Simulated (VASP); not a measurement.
Input of a VASP 6.6.1 run:

Contents of INCAR:

```
SYSTEM = ZnSe
PREC = Accurate
ENCUT = 520
EDIFF = 1E-7
ISMEAR = 0
SIGMA = 0.02
LREAL = .False.
LASPH = .True.
NELM = 100
ALGO = Normal
ISIF = 2
LWAVE = .False.
LCHARG = .False.
GGA = CA
LOPTICS = .True.
NBANDS = 41
NEDOS = 2000
CSHIFT = 0.1
```

KPOINTS

```
Automatic mesh
0
Gamma
  14 14 14
  0 0 0
```

The input POSCAR:

```
ZnSe                                    
1.0
    0.0000000000      2.7884036645      2.7884036645
    2.7884036645      0.0000000000      2.7884036645
    2.7884036645      2.7884036645      0.0000000000
  Zn              Se            
     1     1
Direct
     0.0000000000000000    0.0000000000000000    0.0000000000000000
     0.2500000000000000    0.2500000000000000    0.2500000000000000
```

Potentials or basis: VASP PAW LDA potentials, release 64 (Zn, Se).

The run is started by

```sh
$ cat potpaw_LDA.64/Zn/POTCAR potpaw_LDA.64/Se/POTCAR > POTCAR
$ mpirun -np 1 vasp_std > vasp.out
```

(1) What does it give for the pressure?

(2) What does it give for the band gap on the k mesh?

Results:

(1) 0.0 GPa.

(2) 1.27 eV, direct.

Caveat: independent-particle spectra lack excitons.

**Experimental background.**

“Alloy Disordering Effects on the Thermal Conductivity and Energy Gap Temperature Dependence of Cd1−xZnxSe Ternary Crystals Grown by the Bridgman Method”, 2023, pmc:10253836 reports, for a bulk crystal of ZnSe at 300 K: band gap 2.695 ± 0.003 eV (an exciton energy, a little under the gap).

Against the measured gap of ZnSe, 2.695 eV (an exciton energy, a little under the gap; 300 K; “Alloy Disordering Effects on the Thermal Conductivity and Energy Gap Temperature Dependence of Cd1−xZnxSe Ternary Crystals Grown by the Bridgman Method”, 2023, pmc:10253836), the calculated 1.27 eV is off by -1.43 eV. So large a miss can be the level of theory's own, or it may mean another phase, state or a wrong row. Spin-orbit coupling on Se is left out. The value is that of LDA, without temperature or zero-point motion. Semilocal functionals fall short of measured gaps as a rule.
